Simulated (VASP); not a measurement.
Here is the system:

```xyz
2
Lattice="2.9816 0.0000 0.0000 0.0000 2.9816 0.0000 0.0000 0.0000 2.9816" Properties=species:S:1:pos:R:3 pbc="T T T"
Al     1.5658     1.4908     1.4908
Ru     0.0000     0.0000     0.0000
```

Computed with r2SCAN meta-GGA, VASP's PBE PAW potentials (set 64) (plane waves; VASP). Numerical set-up: 480 eV cut-off, 12×12×12 Γ-centred mesh, first-order Methfessel-Paxton smearing of 0.10 eV, potentials Al Ru_pv.

**Question.** Give the force on each atom (eV/Å).

**Answer.** 
| atom | Fx | Fy | Fz |
|---|---|---|---|
| Al1 | -0.620 | 0.000 | 0.000 |
| Ru2 | 0.620 | 0.000 | 0.000 |

**Question.** Give the stress tensor in GPa (positive for a compressed cell).

**Answer.** 
```
0.27  0.00  0.00
0.00  0.72  0.00
0.00  0.00  0.72
```
The pressure is its mean diagonal, 0.57 GPa.

The compound is RuAl in the CsCl type structure. This cell was strained or had an atom moved on purpose. The electron count is odd and the run is not spin-polarised, which forces a metal.
